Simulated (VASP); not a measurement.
Runs of VASP 6.6.1 on TiN. Symmetry: Fm-3m, No. 225, cubic system. Conventional cell: a = 4.206 Å, b = 4.206 Å, c = 4.206 Å, α = 90.00°, β = 90.00°, γ = 90.00°. Ti (site symmetry m-3m) is surrounded by 6 N at 2.10 Å. N (site symmetry m-3m) is surrounded by 6 Ti at 2.10 Å. The cell is a database's computed one.

```tsv
level	potentials or basis	k mesh	cutoff (eV)	smearing	gap on the mesh (eV)	pressure (GPa)
r2SCAN	VASP PAW PBE potentials, release 64 (Ti_sv, N)	18 × 18 × 18	520	gaussian 0.1 eV	none	7.4
PBEsol	VASP PAW PBE potentials, release 64 (Ti_sv, N)	18 × 18 × 18	520	gaussian 0.5 eV	none	0.6
PBEsol	VASP PAW PBE potentials, release 64 (Ti_sv, N)	26 × 26 × 26	520	gaussian 0.1 eV	none	(a)
PBEsol	VASP PAW PBE potentials, release 64 (Ti_sv, N_h)	18 × 18 × 18	900	gaussian 0.1 eV	none	(b)
PBEsol	VASP PAW PBE potentials, release 64 (Ti_sv, N)	18 × 18 × 18	700	gaussian 0.1 eV	none	-0.1
```

Alike in all rows: task single point; no spin polarisation; cell as given.

Q: Fill in the values left out.

A: (a) 0.0; (b) -0.2.

Caveats: the PAW data sets were made with another functional, which shifts forces and pressure a little; the cutoff is under 1.25 times the usual one of these potentials, so pressure, stress and relaxed cells hold a basis-set (Pulay) error (some runs).

A gap of «none» marks a metal or a gap under the smearing width.
